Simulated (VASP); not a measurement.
# Au (Gold): structure and properties in VASP, part 4 of 4

How well does PBE + D3(BJ) reproduce what experiment finds for Au (Gold)? The cell is relaxed first, and properties follow on it. Left out of this account: 1 further run (phonons: it ended without a result to show). The start is a cell from a database of measured crystal structures.

VASP 6.6.1, plane waves and PAW; the level of theory is named at each step.

Still holding for the runs below: This run has no spin polarisation. Its electron count is odd, so without a moment it is a metal by construction. The k-mesh is coarse for a metal.

So far. Step 12 (Volume scan with PBE + D3(BJ) (run 6)): The run ends at a pressure of -5.76 GPa.

The database entry behind the starting cell differs from later determinations by our own check (0.1 to 0.3 % short, probably kX units), so it need not match the best structure at ambient conditions.

## (13) Volume scan with PBE + D3(BJ) (run 7)

Level of this step: PBE with D3(BJ); plane waves and PAW (Au) (VASP).

A prediction first. A parabola through the 6 pressures of evenly scaled cells so far, P = 0.01 -165.7 t +490 t² GPa with t = ln(V/V₁) and V₁ the volume at scale 1, gives -7.98 GPa at t = +0.0583.

INCAR reads:

```
SYSTEM = Au
PREC = Accurate
ENCUT = 400
EDIFF = 1E-06
NELM = 100
ISMEAR = 1
SIGMA = 0.2
LREAL = .FALSE.
ALGO = Normal
GGA = PE
IVDW = 12
NBANDS = 11
LORBIT = 11
LWAVE = .FALSE.
LCHARG = .FALSE.
KPAR = 2
ISIF = 2
```

POSCAR reads:

```
Au
1.0
    0.0000000000      2.0902061731      2.0902061731
    2.0902061731      0.0000000000      2.0902061731
    2.0902061731      2.0902061731      0.0000000000
Au
1
Direct
    0.0000000000      0.0000000000      0.0000000000
```

KPOINTS reads:

```
Automatic mesh
0
Gamma
11 11 11
0 0 0
```

Potentials, in the order of the species: Au (PBE family, release 64).

Run with:

```sh
mpirun -np 2 vasp_std
```

Output:

```text
[... set-up lines as in an earlier step ...]
 entering main loop
       N       E                     dE             d eps       ncg     rms          rms(c)
DAV:   1     0.348465828975E+02    0.34847E+02   -0.47592E+03  1408   0.700E+02
DAV:   2    -0.308298069375E+01   -0.37930E+02   -0.35286E+02  1373   0.160E+02
DAV:   3    -0.348487085523E+01   -0.40189E+00   -0.40174E+00  1400   0.159E+01
DAV:   4    -0.348624611151E+01   -0.13753E-02   -0.13752E-02  1379   0.108E+00
[...]
DAV:   9    -0.322609626870E+01    0.73262E-05   -0.87798E-06  1379   0.251E-02    0.145E-02
DAV:  10    -0.322610250888E+01   -0.62402E-05   -0.33411E-06  1367   0.195E-02    0.277E-03
DAV:  11    -0.322610250971E+01   -0.82923E-09   -0.68407E-08   709   0.214E-03
   1 F= -.38455131E+01 E0= -.38461837E+01  d E =0.201188E-02
```

It took 6.6 s on 2 MPI ranks of AMD EPYC 7R43, shared host; peak memory 0.2 GiB; 11 s of CPU time.

OUTCAR, selected parts (step 13):

```text
 Edisp (eV)   -0.61941

  Total      -0.92422    -0.92422    -0.92422    -0.00000     0.00000     0.00000
  in kB     -81.07537   -81.07537   -81.07537    -0.00000     0.00000     0.00000
  external pressure =      -81.08 kB  Pullay stress =        0.00 kB

  FREE ENERGIE OF THE ION-ELECTRON SYSTEM (eV)
  ---------------------------------------------------
  free  energy   TOTEN  =        -3.8455130609 eV

  energy  without entropy=       -3.8475249383  energy(sigma->0) =       -3.84618369

[... 2 parts as in an earlier step ...]

[... 2 further parts left out ...]
[key lines of the parts left out:]
E-fermi :   8.4987
```

The pressure falls from -5.76 to -8.11 GPa. The parabola predicted -7.98 GPa, +0.12 GPa off.

## (14) The series together

Times are for 2 MPI ranks of AMD EPYC 7R43, shared host. The series side by side:

```csv
no.,volume scale,energy above the lowest point (meV/atom),pressure (GPa),time,memory (GiB)
1,0.94,37.86,12.15,5.6 s,0.21
2,0.96,16.35,7.560,7.2 s,0.19
3,0.98,4.12,3.540,6.6 s,0.21
4,1,0,0.01798,5.8 s,0.21
5,1.02,2.93,-3.057,6.6 s,0.2
6,1.04,12.09,-5.758,5.6 s,0.19
7,1.06,26.74,-8.108,6.6 s,0.2
```

## (15) Fit for PBE + D3(BJ)

This step: Birch-Murnaghan fit, PBE with D3(BJ); plane waves and PAW (VASP 6.6.1).

This step runs nothing: it gathers the runs above.

This step gave:

- pressure derivative of the bulk modulus: 5.607
- r.m.s. error of the fit: 1.45e-5 eV/atom
- minimum inside the sampled range: yes
- bulk modulus: 163.7 GPa
- equilibrium volume of the fit: 17.25 Å³/atom

The energy above the fitted minimum by volume:

```csv
volume (Å³/atom),energy above the fitted minimum (eV/atom)
16.196,0.0379
16.541,0.0164
16.886,0.00415
17.230,3.8e-5
17.575,0.00297
17.919,0.0121
18.264,0.0268
```

The fitted volume lies +0.12 % from the relaxed one. At a finite cutoff and mesh the minimum of the energy and the zero of the stress don't quite coincide, and the relaxation stops at a threshold.

## (16) Core-level energies (PBE + D3(BJ))

This step: PBE with D3(BJ); plane waves and PAW (Au) (VASP 6.6.1).

ICORELEVEL = 1 prints the core eigenvalues in the potential of the ground state.

Edit INCAR of step 13 so:

```diff
@@ -16,2 +16,2 @@
 KPAR = 2
-ISIF = 2
+ICORELEVEL = 1
```

POSCAR reads:

```
Au
1.0
    0.0000000000      2.0499998893      2.0499998893
    2.0499998893      0.0000000000      2.0499998893
    2.0499998893      2.0499998893      0.0000000000
Au
1
Direct
    0.0000000000      0.0000000000      0.0000000000
```

KPOINTS is that of step 13.

Run with:

```sh
mpirun -np 2 vasp_std
```

Output:

```text
[... set-up lines as in an earlier step ...]
 entering main loop
       N       E                     dE             d eps       ncg     rms          rms(c)
[... 11 cycles as in an earlier step ...]
   1 F= -.38727008E+01 E0= -.38729250E+01  d E =0.672442E-03
```

It took 5.6 s on 2 MPI ranks; peak memory 0.21 GiB; 8.7 s of CPU time.

From OUTCAR (step 16):

```text
   NELECT =      11.0000    total number of electrons

 the core state eigenenergies are
   1-  1s -80736.8200  2s -14233.0969  2p -12299.3080  3s  -3350.4538  3p  -2789.8262
       3d  -2192.1186  4s   -717.9928  4p   -534.2245  4d   -313.9025  4f    -69.3101
       5s    -96.3207  5p    -47.6480

 E-fermi :   9.3336

 Edisp (eV)   -0.65794

[... 19 parts as in an earlier step ...]

[... 2 further parts left out ...]
```

These are scalar-relativistic Kohn-Sham levels of the ground state, with no core hole, so they are not binding energies.

Numbers from this step:

```
free energy (TOTEN)     : -3.873 eV
energy at zero smearing : -3.873 eV
Fermi energy            : 9.334 eV
pressure                : 0.01798 GPa
```

Kohn-Sham core levels. Core levels, by row:

```csv
atom,shell,level below the Fermi level (eV)
Au1,1s,80746
Au1,2s,14242
Au1,2p,12309
Au1,3s,3360
Au1,3p,2799
Au1,3d,2201
Au1,4s,727.3
Au1,4p,543.6
Au1,4d,323.2
Au1,4f,78.64
Au1,5s,105.7
Au1,5p,56.98
```

## (17) Bands along the symmetry lines (PBE + D3(BJ) + SOC)

This step: PBE with D3(BJ), spin-orbit coupling; plane waves and PAW (Au) (VASP 6.6.1).

The mesh alone shows little of the dispersion and can miss band extrema, so KPOINTS_OPT adds a path through the symmetry points after the self-consistent cycle. Spin-orbit coupling needs spinors and the noncollinear program, where each band holds one electron.

Edit INCAR of step 16 so:

```diff
@@ -11,3 +11,9 @@
 IVDW = 12
-NBANDS = 11
+LNONCOLLINEAR = .TRUE.
+MAGMOM = 0 0 0
+NBANDS = 22
+GGA_COMPAT = .FALSE.
+LASPH = .TRUE.
+LSORBIT = .TRUE.
+LMAXMIX = 4
 LORBIT = 11
@@ -16,2 +22 @@
 KPAR = 2
-ICORELEVEL = 1
```

POSCAR is that of step 16.

KPOINTS reads:

```
Automatic mesh
0
Gamma
9 9 9
0 0 0
```

KPOINTS_OPT reads:

```
Line mode
16
Line-mode
Reciprocal
  0.00000000   0.00000000   0.00000000 GAMMA
  0.50000000   0.00000000   0.50000000 X

  0.50000000   0.00000000   0.50000000 X
  0.50000000   0.25000000   0.75000000 W

  0.50000000   0.25000000   0.75000000 W
  0.37500000   0.37500000   0.75000000 K

  0.37500000   0.37500000   0.75000000 K
  0.00000000   0.00000000   0.00000000 GAMMA

  0.00000000   0.00000000   0.00000000 GAMMA
  0.50000000   0.50000000   0.50000000 L

  0.50000000   0.50000000   0.50000000 L
  0.62500000   0.25000000   0.62500000 U

  0.62500000   0.25000000   0.62500000 U
  0.50000000   0.25000000   0.75000000 W

  0.50000000   0.25000000   0.75000000 W
  0.50000000   0.50000000   0.50000000 L

  0.50000000   0.50000000   0.50000000 L
  0.37500000   0.37500000   0.75000000 K

  0.62500000   0.25000000   0.62500000 U
  0.50000000   0.00000000   0.50000000 X
```

Run with:

```sh
mpirun -np 2 vasp_ncl
```

Output:

```text
[... set-up lines as in an earlier step ...]
 entering main loop
       N       E                     dE             d eps       ncg     rms          rms(c)
DAV:   1     0.517778797614E+02    0.51778E+02   -0.47696E+03  1668   0.767E+02
DAV:   2    -0.280548670682E+01   -0.54583E+02   -0.50891E+02  1804   0.202E+02
DAV:   3    -0.379853850182E+01   -0.99305E+00   -0.98953E+00  1792   0.269E+01
DAV:   4    -0.380326010434E+01   -0.47216E-02   -0.47214E-02  1708   0.204E+00
DAV:   5    -0.380330778961E+01   -0.47685E-04   -0.47684E-04  1786   0.212E-01    0.105E+01
DAV:   6    -0.353884363264E+01    0.26446E+00   -0.39468E-01  1666   0.751E+00    0.660E+00
DAV:   7    -0.351995623751E+01    0.18887E-01   -0.36443E-02  1750   0.228E+00    0.327E+00
DAV:   8    -0.351786708554E+01    0.20892E-02   -0.10431E-03  1692   0.256E-01    0.140E+00
DAV:   9    -0.351764976112E+01    0.21732E-03   -0.26529E-04  1722   0.167E-01    0.897E-02
DAV:  10    -0.351765409676E+01   -0.43356E-05   -0.30337E-06  1720   0.188E-02    0.454E-02
DAV:  11    -0.351765632161E+01   -0.22249E-05   -0.90677E-07  1608   0.104E-02    0.119E-02
DAV:  12    -0.351765668168E+01   -0.36007E-06   -0.44911E-08   878   0.215E-03
   1 F= -.41755954E+01 E0= -.41760680E+01  d E =0.141792E-02  mag=     0.0000    -0.0000    -0.0000
 Start KPOINTS_OPT (optional k-point list driver)
k-point batch [1-35\160]
       N       E                     dE             ncg
DAV:   1     0.405524379256E+04   -0.83494E+04     1588
DAV:   2     0.210741888032E+04   -0.19478E+04     1852
DAV:   3     0.207238553685E+04   -0.35033E+02     1684
DAV:   4     0.207219479282E+04   -0.19074E+00     1678
DAV:   5     0.207219255776E+04   -0.22351E-02     1660
DAV:   6     0.207219252747E+04   -0.30292E-04     1666
DAV:   7     0.207219252707E+04   -0.39991E-06     1226
[...]
k-point batch [141-160\160]
       N       E                     dE             ncg
DAV:   1     0.859204838581E+04   -0.71859E+04      928
DAV:   2     0.753809862933E+04   -0.10539E+04     1054
DAV:   3     0.751730582254E+04   -0.20793E+02      958
DAV:   4     0.751719183897E+04   -0.11398E+00      946
DAV:   5     0.751719047585E+04   -0.13631E-02      958
DAV:   6     0.751719045702E+04   -0.18830E-04      964
DAV:   7     0.751719045677E+04   -0.24910E-06      646
```

The job ended after 46 s (2 MPI ranks; peak memory 0.28 GiB; 81 s of CPU time).

Parts of OUTCAR (step 17):

```text
   k-points           NKPTS =     35   k-points in BZ     NKDIM =     35   number of bands    NBANDS=     22

   NELECT =      11.0000    total number of electrons

 E-fermi :   9.1920

 k-point     1 :       0.0000    0.0000    0.0000
  band No.  band energies     occupation
    ...
      8       5.2193      1.00000
      9       6.3969      1.00000
     10       6.3969      1.00000
     11       6.3969      1.00000
     12       6.3969      1.00000
     13      23.8319      0.00000
     14      23.8319      0.00000
     15      26.9552      0.00000
     16      26.9552      0.00000
     17      28.0311      0.00000
    ...

 Edisp (eV)   -0.65794

  Total      -0.11046    -0.11046    -0.11046     0.00000    -0.00000     0.00000
  in kB     -10.27121   -10.27121   -10.27121     0.00000    -0.00000     0.00000
  external pressure =      -10.27 kB  Pullay stress =        0.00 kB

  FREE ENERGIE OF THE ION-ELECTRON SYSTEM (eV)
  ---------------------------------------------------
  free  energy   TOTEN  =        -4.1755953906 eV

  energy  without entropy=       -4.1770133132  energy(sigma->0) =       -4.17606803

 Spin-Orbit-Coupling matrix elements
 Ion:    1  E_soc:     -0.5760370

 magnetization (x)
# of ion       s       p       d       tot
------------------------------------------
    1        0.000  -0.000  -0.000  -0.000

 magnetization (y)
# of ion       s       p       d       tot
------------------------------------------
    1        0.000  -0.000   0.000  -0.000

 magnetization (z)
# of ion       s       p       d       tot
------------------------------------------
    1        0.000  -0.000   0.000  -0.000

[... 7 parts as in an earlier step ...]

[... 10 further parts left out ...]
```

LASPH is switched on together with spin-orbit coupling, so the change from the scalar run holds both.

This step gave:

| Property | Result |
| --- | --- |
| SCF cycles | 12 |
| bands | 22 |
| irreducible k-points | 35 |
| free energy (TOTEN) | -4.176 eV |
| energy at zero smearing | -4.176 eV |
| Fermi energy | 9.192 eV |
| pressure | -1.027 GPa |

On-site spin-orbit energy by atom:

```csv
atom,on-site spin-orbit energy (eV)
Au1,-0.576
```

Electronic bands along the path, in eV, zero at the Fermi level; # counts the bands kept:

```csv
point,#5,#6,#7,#8,#9,#10,#11,#12
Γ,-5.16,-5.16,-3.97,-3.97,-2.80,-2.80,-2.80,-2.80
0.47 of the way,-4.62,-4.62,-3.27,-3.27,-3.12,-3.12,-2.30,-2.30
X,-2.13,-2.13,-1.93,-1.93,-0.93,-0.93,0.98,0.98
0.47 of the way,-3.19,-3.19,-2.37,-2.37,-1.36,-1.36,2.88,2.88
W,-4.83,-4.83,-3.03,-3.03,-1.49,-1.49,4.75,4.75
0.53 of the way,-4.22,-4.22,-2.86,-2.86,-1.65,-1.65,4.14,4.14
K,-3.78,-3.78,-2.80,-2.80,-1.79,-1.79,3.83,3.83
0.47 of the way,-4.90,-4.90,-3.56,-3.56,-3.20,-3.20,-1.34,-1.34
Γ,-5.16,-5.16,-3.97,-3.97,-2.80,-2.80,-2.80,-2.80
0.53 of the way,-4.88,-4.88,-3.71,-3.71,-2.90,-2.90,-2.34,-2.34
L,-4.10,-4.10,-2.18,-2.18,-1.48,-1.48,-0.91,-0.91
0.53 of the way,-4.16,-4.16,-3.51,-3.51,-1.92,-1.92,2.29,2.29
U,-3.78,-3.78,-2.80,-2.80,-1.79,-1.79,3.83,3.83
0.47 of the way,-4.22,-4.22,-2.86,-2.86,-1.65,-1.65,4.14,4.14
W,-4.83,-4.83,-3.03,-3.03,-1.49,-1.49,4.75,4.75
0.47 of the way,-4.39,-4.39,-3.37,-3.37,-1.95,-1.95,2.96,2.96
L,-4.10,-4.10,-2.18,-2.18,-1.48,-1.48,-0.91,-0.91
0.47 of the way,-4.10,-4.10,-3.48,-3.48,-1.90,-1.90,1.83,1.83
K,-3.78,-3.78,-2.80,-2.80,-1.79,-1.79,3.83,3.83
jump to U,-3.78,-3.78,-2.80,-2.80,-1.79,-1.79,3.83,3.83
0.53 of the way,-2.61,-2.61,-2.25,-2.25,-1.30,-1.30,2.14,2.14
X,-2.13,-2.13,-1.93,-1.93,-0.93,-0.93,0.98,0.98
```

At these settings, which differ from those of the relaxation, the cell is under a tension of 1.0 GPa. Part of this is the spin-orbit coupling, so a relaxation with it would give a smaller cell.

## (18) Outcome

| Quantity | Value |
| --- | --- |
| relaxed volume | 17.23 Å³/atom |
| relaxed conventional cell a, b, c | 4.100, 4.100, 4.100 Å |
| space group after relaxing, within 0.02 Å | Fm-3m (No. 225) |
| band gap | none, a metal |
| DOS at the Fermi level | 0.283 states/eV/cell |
| bulk modulus from the fit | 164 GPa |
| volume from the fit | 17.3 Å³/atom |
| shallowest level of the frozen cores | Au1 5p, 57.0 eV deep |
| band gap (PBE + D3(BJ) + SOC) | none, a metal |

**Reading.** With PBE + D3(BJ), Au (Gold) relaxes to 17.23 Å³/atom in space group Fm-3m (held by the symmetry of the run), comes out as a metal and has a bulk modulus of 164 GPa. Against the listed cell the volume lies +2.2 %. Band structure (PBE + D3(BJ)): Of the bands kept, 1 crosses the Fermi level on this path. Bands along the symmetry lines (PBE + D3(BJ) + SOC): Of the bands kept, 2 cross the Fermi level on this path (spinor bands, one electron each). LASPH was switched on together with spin-orbit coupling, so shifts put down to the coupling hold both changes. The k-sampling is coarse for a metal, so the Fermi level, pressures and the shape of the cell carry errors. No search among competing phases was made. All values are for a static lattice at zero temperature.

Calculation against experiment:

```
              quantity  measured  PBE with D3(BJ)  Birch-Murnaghan fit, PBE with D3(BJ)
lattice constant a (Å)     4.078   4.100 (+0.5 %)                                     -
    bulk modulus (GPa)       167                -                          164 (-2.0 %)
```

Measured values from arxiv:1805.06931 (2018) and pmc:11102561 (2024).

How well it matches: The lattice constant a is off by +0.5 %: good agreement. The bulk modulus is off by -2.0 %: good agreement. The grades are ours: good and fair within 0.7 and 1.5 % for the lattice constant a and 5 and 12 % for the bulk modulus. For lattice constants and bulk modulus the calculation has a static lattice, without zero-point motion or thermal expansion (measured at up to 298 K). As a rule both would widen the computed cell, so the excess over experiment is if anything larger than shown.

[Lines on the potential files, build, host, timing and source positions are cut from VASP's logs without a mark.]

[Logs are printed without paths, hosts, clocks, repeated set-up lines and the standing remarks that a program may print on its own settings, such as how far it seeks lower states.]

[Hosts, paths, dates, database ids (printed as entryN), source tags and the programs' standing remarks are cut or masked in the printed files.]

[A measured line is paired with the nearest computed mode of its activity, which favours agreement.]
